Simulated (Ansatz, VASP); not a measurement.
# Cross-check of NiHO2 (NiHO2 monolayer) between VASP and Ansatz, part 3 of 3

One calculation is typed for both programs; each brings its own data sets. How far apart do they land? The cell is taken from a series of runs on this material, whose earlier steps may have relaxed, scaled, displaced or heated it; both programs get it as it stands.

VASP 6.6.1 and Ansatz 0.2.0.

So far: Set-up; Ansatz: single point, PBEsol, DFT+U, pair 1; VASP: single point, PBEsol, DFT+U, pair 1; Comparison.

## (5) Ansatz: single point, PBEsol, DFT+U, pair 2

Level of this step: Ansatz beside VASP: Kohn-Sham DFT, plane waves, PBEsol, DFT+U (Ansatz).

With cell and atoms fixed, the geometry can't cause a difference; cores, projectors, grids and the points listed under the comparison can.

The cell is taken from a series of runs on this material, whose earlier steps may have relaxed, scaled, displaced or heated it; both programs get it as it stands.

input.yaml reads:

```yaml
crystal:
  lattice:
    - [-5.0e-07, 5.159015761, 0.0]
    - [-4.467839457, 7.738523208, 0.0]
    - [0.0, 0.0, 17.990392]
  atoms:
    - { symbol: Ni, position: [0.666667, 0.666666333, 0.472014], spin: 2.0 }
    - { symbol: Ni, position: [0.666667, 0.999999667, 0.472014], spin: 2.0 }
    - { symbol: Ni, position: [0.666667, 0.333333, 0.472014], spin: 2.0 }
    - { symbol: O, position: [3.33e-07, 0.333333, 0.416889] }
    - { symbol: O, position: [3.33e-07, 0.666666334, 0.416889] }
    - { symbol: O, position: [3.33e-07, 0.999999667, 0.416889] }
    - { symbol: O, position: [0.333333667, 0.999999666, 0.528454] }
    - { symbol: O, position: [0.333333667, 0.333333, 0.528454] }
    - { symbol: O, position: [0.333333667, 0.666666333, 0.528454] }
    - { symbol: H, position: [0.333333667, 0.999999666, 0.583111] }
    - { symbol: H, position: [0.333333667, 0.333333, 0.583111] }
    - { symbol: H, position: [0.333333667, 0.666666333, 0.583111] }
magnetization:
  spin_polarized: true
kpoints:
  mp_grid: { grid: [15, 15, 1] }
hamiltonian:
  xc: pbesol
  hubbard:
    sites:
      - { species: Ni, l: d, u_eff: 3.6 }
      - { site: 0, l: d, u_eff: 3.6, starting_ns: [{ spin: up, occupation_matrix: ni1_major }, { spin: down, occupation_matrix: ni1_minor }] }
      - { site: 1, l: d, u_eff: 3.6, starting_ns: [{ spin: up, occupation_matrix: ni1_major }, { spin: down, occupation_matrix: ni1_minor }] }
      - { site: 2, l: d, u_eff: 3.6, starting_ns: [{ spin: up, occupation_matrix: ni1_major }, { spin: down, occupation_matrix: ni1_minor }] }
    projectors: ortho-atomic
    occupation_matrices:
      ni1_major:
        matrix:
          - [0.995, 0.0, 0.0, 0.0, 0.0]
          - [0.0, 0.922, 0.0, 0.0, 0.052]
          - [0.0, 0.0, 0.922, 0.052, 0.0]
          - [0.0, 0.0, 0.052, 0.949, 0.0]
          - [0.0, 0.052, 0.0, 0.0, 0.949]
      ni1_minor:
        matrix:
          - [0.994, 0.0, 0.0, 0.0, 0.0]
          - [0.0, 0.564, 0.0, 0.0, 0.332]
          - [0.0, 0.0, 0.564, 0.332, 0.0]
          - [0.0, 0.0, 0.332, 0.738, 0.0]
          - [0.0, 0.332, 0.0, 0.0, 0.738]
scf:
  occupations: { method: fermi_dirac, width: 0.05 }
output:
  eigenvalues: true
```

Launch:

```console
ansatz run input.yaml --threads 4 --pin off --max-ram 8192MiB --backend cpu --events-out ev --progress --plain --runs-dir out
```

Numbers of over 12 decimals in the logs are rounded to 6 here.

The log of the run:

```text
[...]
Crystal: 12 atoms, lattice volume = 414.672 Å³
Basis set: ecut = 420 eV, 8143 PW (Γ)
Bands: 62, of which v1, the nominal top of the filled ones, is band 47 counted from 1 (46 counted from 0)
Symmetry: 18 space group operations
[...]
k-points: 27 of 225 (time reversal used)
[...]
Starting moments: Σ|m| = 6 μB on 3 of 12 sites
[...]
k-point 1 ↑: bands = [... 43 lower, -3.9200, -3.0484, -2.2450, -2.2426, -1.9364, -1.9347, -1.2159, -1.1739, ... 11 higher]
  k-point 2 ↑: bands = [... 43 lower, -3.8833, -2.9915, -2.2159, -2.2002, -1.9339, -1.9175, -1.3617, -1.2073, ... 11 higher]
  k-point 26 ↓: bands = [... 43 lower, -2.9650, -2.9650, -0.2000, -0.2000, -0.2000, 0.4205, 0.4205, 0.4205, ... 11 higher]
Occupation matrices written to <dir>
[key lines of the parts left out:]
SCF converged after 19 iterations
Magnetization: 3.0000 μB (48.0000 up, 45.0000 down)
Free energy (F): -20814.984948 eV
Fermi energy:    -1.908500 eV
```

## (6) VASP: single point, PBEsol, DFT+U, pair 2

The same cell, functional, mesh and smearing now go to VASP, with its own data sets.

INCAR reads:

```
SYSTEM = NiHO2
PREC = Accurate
ENCUT = 520
EDIFF = 1E-06
NELM = 200
ISMEAR = -1
SIGMA = 0.05
LREAL = .FALSE.
ALGO = Normal
GGA = PS
NBANDS = 54
ISPIN = 2
MAGMOM = 1.14 1.14 1.14 -0.23 -0.23 -0.23 0.02 0.02 0.02 0 0 0
LDAU = .TRUE.
LDAUTYPE = 2
LDAUL = 2 -1 -1
LDAUU = 3.6 0 0
LDAUJ = 0 0 0
LDAUPRINT = 1
LASPH = .TRUE.
LMAXMIX = 4
LORBIT = 11
LWAVE = .FALSE.
LCHARG = .FALSE.
ISIF = 2
GGA_COMPAT = .FALSE.
KPAR = 2
```

POSCAR reads:

```
NiHO2
1.0
   -0.0000005000      5.1590157610      0.0000000000
   -4.4678394570      7.7385232080      0.0000000000
    0.0000000000      0.0000000000     17.9903920000
Ni O H
3 6 3
Direct
    0.6666670000      0.6666663333      0.4720140000
    0.6666670000      0.9999996667      0.4720140000
    0.6666670000      0.3333330000      0.4720140000
    0.0000003333      0.3333330000      0.4168890000
    0.0000003333      0.6666663333      0.4168890000
    0.0000003333      0.9999996667      0.4168890000
    0.3333336667      0.9999996667      0.5284540000
    0.3333336667      0.3333330000      0.5284540000
    0.3333336667      0.6666663333      0.5284540000
    0.3333336667      0.9999996667      0.5831110000
    0.3333336667      0.3333330000      0.5831110000
    0.3333336667      0.6666663333      0.5831110000
```

KPOINTS reads:

```
Automatic mesh
0
Gamma
15 15 1
0 0 0
```

PAW data sets: Ni, O and H (PBE family, release 64).

Launch:

```console
mpirun -np 2 vasp_std
```

The log of the run:

```text
[banner, memory and clock lines left out]
running    2 mpi-ranks, on    1 nodes
[...]
[... a notice as in an earlier step ...]

 LDA part: xc-table for (Slater+PW92), standard interpolation
 POSCAR, INCAR and KPOINTS ok, starting setup
[...]
entering main loop
       N       E                     dE             d eps       ncg     rms          rms(c)
DAV:   1     0.627748772266E+03    0.62775E+03   -0.28000E+04  5832   0.108E+03
DAV:   2     0.464191085778E+02   -0.58133E+03   -0.52902E+03  7052   0.280E+02
DAV:   3    -0.709858263732E+02   -0.11740E+03   -0.11453E+03  6944   0.140E+02
DAV:   4    -0.748423844191E+02   -0.38566E+01   -0.38332E+01  6794   0.307E+01
[...]
DAV:  30    -0.621839181365E+02   -0.36029E-05   -0.50637E-08  4634   0.731E-04    0.279E-04
DAV:  31    -0.621839203423E+02   -0.22059E-05   -0.27814E-08  4570   0.501E-04    0.237E-04
DAV:  32    -0.621839207867E+02   -0.44433E-06   -0.36932E-09  4770   0.312E-04
   1 F= -.62183921E+02 E0= -.62162938E+02  d E =-.419654E-01  mag=     3.0000
```

Parts of OUTCAR (step 6):

```text
  Total       -6.1150481     -6.1150481     -5.6312639     -0.0000000     -0.0000000     -0.0000000
  in kB      -23.6268321    -23.6268321    -21.7576253     -0.0000000     -0.0000000     -0.0000000
  external PRESSURE =     -23.0037632 kB  Pullay stress =       0.0000000 kB

 POSITION                                       TOTAL-FORCE (eV/Angst)
 -----------------------------------------------------------------------------------
     -2.97856      8.59836      8.49172        -0.000000     -0.000000     -1.446871
     -4.46784     11.17787      8.49172        -0.000000     -0.000000     -1.446871
     -1.48928      6.01885      8.49172        -0.000000     -0.000000     -1.446871
     -1.48928      2.57951      7.50000         0.000000     -0.000000      1.436989
     -2.97856      5.15901      7.50000        -0.000000     -0.000000      1.436989
     -4.46784      7.73852      7.50000        -0.000000      0.000000      1.436989
     -4.46784      9.45819      9.50709         0.000000      0.000000      0.330349
     -1.48928      4.29918      9.50709         0.000000      0.000000      0.330349
     -2.97856      6.87869      9.50709         0.000000      0.000000      0.330349
     -4.46784      9.45819     10.49040        -0.000000     -0.000000     -0.320467
     -1.48928      4.29918     10.49040        -0.000000     -0.000000     -0.320467
     -2.97856      6.87869     10.49040        -0.000000     -0.000000     -0.320467
 -----------------------------------------------------------------------------------
    total drift:                               -0.010563      0.006098     -0.001772

  FREE ENERGIE OF THE ION-ELECTRON SYSTEM (eV)
  ---------------------------------------------------
  free  energy   TOTEN  =       -62.1839207867 eV

  energy  without entropy=      -62.1419553655  energy(sigma->0) =      -62.16293808

 magnetization (x)
# of ion       s       p       d       tot
------------------------------------------
    1        0.007   0.003   1.181   1.192
    2        0.007   0.003   1.181   1.192
    3        0.007   0.003   1.181   1.192
    4        0.003  -0.231   0.000  -0.227
    5        0.003  -0.231   0.000  -0.227
    6        0.003  -0.231   0.000  -0.227
    7        0.019   0.024   0.000   0.044
    8        0.019   0.024   0.000   0.044
    9        0.019   0.024   0.000   0.044
   10        0.005   0.001   0.000   0.006
   11        0.005   0.001   0.000   0.006
   12        0.005   0.001   0.000   0.006
--------------------------------------------------
tot          0.106  -0.608   3.544   3.042

[... 2 parts as in an earlier step ...]

[... 1 further part left out ...]
[key lines of the parts left out:]
E-fermi :  -3.0346
```

## (7) Side by side

What differs besides the data sets and the points named for the pairs above, as far as they apply: the data sets hold 93 valence electrons in Ansatz (on its default PAW (the set named soft_2) files) and 69 in VASP. Total energies have different zeros and are not compared.

Compared:

| quantity | Ansatz | VASP | difference |
| --- | --- | --- | --- |
| total moment (μB) | 3.00 | 3.00 | 0.00 |
| moment on Ni1 (μB) | 1.15 | 1.19 | -0.05 |
| moment on Ni2 (μB) | 1.15 | 1.19 | -0.05 |
| moment on Ni3 (μB) | 1.15 | 1.19 | -0.05 |
| moment on O4 (μB) | -0.23 | -0.23 | 0.00 |
| moment on O5 (μB) | -0.23 | -0.23 | 0.00 |
| moment on O6 (μB) | -0.23 | -0.23 | 0.00 |

With vacuum in the cell, a pressure given here is an average over mostly empty space and none of the material.

## (8) Outcome

| Property | Result |
| --- | --- |
| difference in total moment (single point, PBEsol, DFT+U, pair 1) | 0 μB |
| difference in total moment (single point, PBEsol, DFT+U, pair 2) | 0 μB |

What this shows: The difference in total moment is 0 μB (single point, PBEsol, DFT+U, pair 1). The data sets hold unlike numbers of valence electrons (93 in Ansatz and 69 in VASP), so part of the differences comes from the potentials. How closely two codes agree says nothing of how well the functional describes the real material.

[Lines on the potential files, build, host, timing and source positions are cut from VASP's logs without a mark.]

[Logs are printed without paths, hosts, clocks, repeated set-up lines and the standing remarks that a program may print on its own settings, such as how far it seeks lower states.]

[Hosts, paths, dates, database ids (printed as entryN), source tags and the programs' standing remarks are cut or masked in the printed files.]
